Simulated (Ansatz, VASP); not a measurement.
Two plane-wave programs on HfSeS4

```
Hf Se S
1.0
     0.00000    4.15154    4.15154
     4.15154    0.00000    4.15154
     4.15154    4.15154    0.00000
Hf Se S
1 1 4
Cartesian
  0.0000 0.0000 0.0000
  6.2273 6.2273 6.2273
  3.1146 5.1885 5.1885
  3.1146 3.1146 3.1146
  5.1885 3.1146 5.1885
  5.1885 5.1885 3.1146
```

Change from the starting cell: species swapped into the SmErFe4 type (F-43m, No. 216).

Alike in both runs: task single point; functional PBE; k mesh 4 × 4 × 4; occupations gaussian, width 0.1 eV; no spin polarisation.

```csv
,VASP,Ansatz
version,VASP 6.6.1,Ansatz 0.2.0
potentials or method,"VASP PAW PBE potentials, release 64 (Hf_pv, Se, S)","scalar-relativistic, plane waves, PAW"
plane-wave cutoff (eV),520,420
valence electrons in the cell,40,66
```

VASP gave:

| Property | Result |
| --- | --- |
| gap on the k mesh at the Fermi level (eV) | none |
| pressure (GPa) | -14.8 |
| rms of the force components (eV/Å) | 0.093 |

Question: Which values does Ansatz return?

Answer: gap on the k mesh at the Fermi level (eV): none; pressure (GPa): -14.7; rms of the force components (eV/Å): 0.091.

Atom by atom the forces differ by 0.002 eV/Å (rms over components). A gap of «none» marks a metal or a gap that the smearing closes. The two sets of potentials don't hold the same shells in valence.

The runs have no spin-orbit coupling, so splittings on Hf are missing.
